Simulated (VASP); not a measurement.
Shape and ions are relaxed at each volume.

Energy against volume of Lu (hcp). Computed with optB86b-vdW, VASP's PBE PAW potentials (set 64) (plane waves; VASP).

```tsv
V (Å³/atom)	E (eV/atom)
26.501	-1.98811
27.346	-2.00279
28.192	-2.00815
29.038	-2.00534
29.884	-1.99533
```

Fit a third-order Birch-Murnaghan equation of state.

```json
{
 "volume_per_atom": "28.31 Å³/atom",
 "bulk_modulus": "50.9 GPa",
 "pressure_derivative_of_the_bulk_modulus": "3.33"
}
```

Measured: bulk modulus 47.6 GPa (computed value off by +6.9 %), as given by Wikipedia, Lutetium (infobox). The calculation is for a static lattice, while the measured bulk modulus holds thermal and zero-point effects, which are part of the difference.

The compound is Lu in the hcp structure. It was relaxed first.
